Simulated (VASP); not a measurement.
The system is Rh.

```
Rh
1.0
     0.00000    1.89785    1.89785
     1.89785    0.00000    1.89785
     1.89785    1.89785    0.00000
Rh
1
Cartesian
  0.0000 0.0000 0.0000
```

```yaml
Program: VASP 6.6.1
Task: relaxation of cell and atoms
Functional: RPBE
Potentials_or_basis: VASP PAW PBE potentials, release 64 (Rh_pv)
Cutoff: 600 eV
k_mesh: 16 × 16 × 16
Occupations: methfessel-paxton, width 0.1 eV
Spin: no spin polarisation
```

At the start: pressure 12.3 GPa; volume 13.67 Å³/atom.

Problem. How do energy, volume and symmetry change on relaxing?

Solution. Over 4 steps the energy falls by 22.9 meV/atom and the volume is 14.31 Å³/atom (+4.6 %); space group Fm-3m (No. 225, to 0.05 Å).

Step by step:
| step | energy change (eV) | largest force (eV/Å) | pressure (GPa) | volume (Å³) |
| --- | --- | --- | --- | --- |
| 1 | 0.0000 | 0.0000 | 12.32 | 13.67 |
| 2 | 0.0780 | 0.0000 | -18.64 | 15.86 |
| 3 | -0.0229 | 0.0000 | -0.40 | 14.33 |
| 4 | -0.0229 | 0.0000 | -0.03 | 14.31 |

Final structure:
```yaml
crystal:
  lattice:
    - [0.00000, 1.92682, 1.92682]
    - [1.92682, 0.00000, 1.92682]
    - [1.92682, 1.92682, 0.00000]
  atoms:
    - { symbol: Rh, position: [0.00000, 0.00000, 0.00000] }
```

Caveat: the PAW data sets were made with another functional, which shifts forces and pressure a little.
